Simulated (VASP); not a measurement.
A VASP calculation is set up with these files.

**KPOINTS**
```
Automatic
0
G
  8 8 8
```

**POSCAR**
```
ZrO2
3.5641970
  0.0000000000   0.7071068067   0.7071068067
  0.7071068067   0.0000000000   0.7071068067
  0.7071068067   0.7071068067   0.0000000000
Zr O
1 2
Cartesian
  0.0000000000   0.0000000000   0.0000000000
  0.3535534033   0.3535534033   0.3535534033
  1.0606602100   1.0606602100   1.0606602100
```

INCAR:
```
EDIFF=1E-7   ! SCF stop (eV)
LCHARG=.False.
METAGGA=R2SCAN
LREAL=.False.   ! projection in real space or not
LWAVE=.False.
ISIF=2   ! forces and stress, cell fixed
ALGO=Normal   ! blocked Davidson
ISMEAR=0
LMIXTAU=.True.
SIGMA=0.05
LMAXMIX=4   ! l cut-off of mixed one-centre charges
SYSTEM=ZrO2
LASPH=.True.
NELM=100
PREC=Accurate
ENCUT=520
```

POTCAR, in this order: Zr_sv O (PBE.64 set). Program: vasp_std.

Q: Write an equivalent input for Ansatz.

A: One equivalent input (not run):
Ansatz 0.2 input:
```yaml
crystal:
  lattice:
    - [0.0000000, 2.5202680, 2.5202680]
    - [2.5202680, 0.0000000, 2.5202680]
    - [2.5202680, 2.5202680, 0.0000000]
  atoms:
    - { symbol: Zr, position: [0.0000000, 0.0000000, 0.0000000] }
    - { symbol: O, position: [0.2500000, 0.2500000, 0.2500000] }
    - { symbol: O, position: [0.7500000, 0.7500000, 0.7500000] }
kpoints:
  mp_grid: { grid: [8, 8, 8] }
hamiltonian:
  xc: r2scan
  pseudopotentials: { kind: paw }
scf:
  occupations: { method: gaussian, width: 0.05 }
  max_iter: 100
output: { forces: true, stress: true, eigenvalues: true }
```
The two are equivalent in intent, not identical: each code has its own PAW files, so the cut-off isn't converted (ENCUT is set for VASP's; basis.ecutwfc is left out, and Ansatz then takes the one that its files recommend); Ansatz stops its SCF on the density residual and VASP on the energy change (EDIFF).

The compound is ZrO2 in the fluorite structure, the high-temperature cubic form, which is unstable at 0 K; the monoclinic form is the stable one. This cell is one point of a volume scan, at 0.97 of the reference volume.
